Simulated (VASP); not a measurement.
Runs of VASP 6.6.1 on AlN. Symmetry: P6_3mc, No. 186, hexagonal system. The conventional cell has a = 3.113 Å, b = 3.113 Å, c = 4.981 Å, α = 90.00°, β = 90.00°, γ = 120.00°. Al (site symmetry 3m) has 4 N at 1.89 Å as nearest neighbours. N (site symmetry 3m) is surrounded by 4 Al at 1.89 Å. 

```tsv
task	cell	gap on the mesh (eV)	pressure (GPa)
relaxation of cell and atoms	relaxed	(a)	0.0
relaxation of shape and atoms at fixed volume	relaxed at fixed volume from: a relaxed cell with its volume scaled by 0.91	4.85	21.9
relaxation of shape and atoms at fixed volume	relaxed at fixed volume from: a relaxed cell with its volume scaled by 1.09	3.35	-14.1
relaxation of shape and atoms at fixed volume	relaxed at fixed volume from: a relaxed cell with its volume scaled by 0.94	(b)	13.5
relaxation of shape and atoms at fixed volume	relaxed at fixed volume from: a relaxed cell with its volume scaled by 1.03	3.81	-5.4
relaxation of shape and atoms at fixed volume	relaxed at fixed volume from: a relaxed cell with its volume scaled by 1.06	3.57	-10.1
relaxation of shape and atoms at fixed volume	relaxed at fixed volume from: a relaxed cell with its volume scaled by 0.97	4.31	6.2
```

Alike in all rows: level PBE; potentials or basis VASP PAW PBE potentials, release 64 (Al, N); no spin polarisation; k mesh 12 × 12 × 6; cutoff (eV) 520; smearing gaussian 0.02 eV.

Task: Estimate the missing entries.

Result: (a) 4.06; (b) 4.58.

A k mesh can miss the band edges.
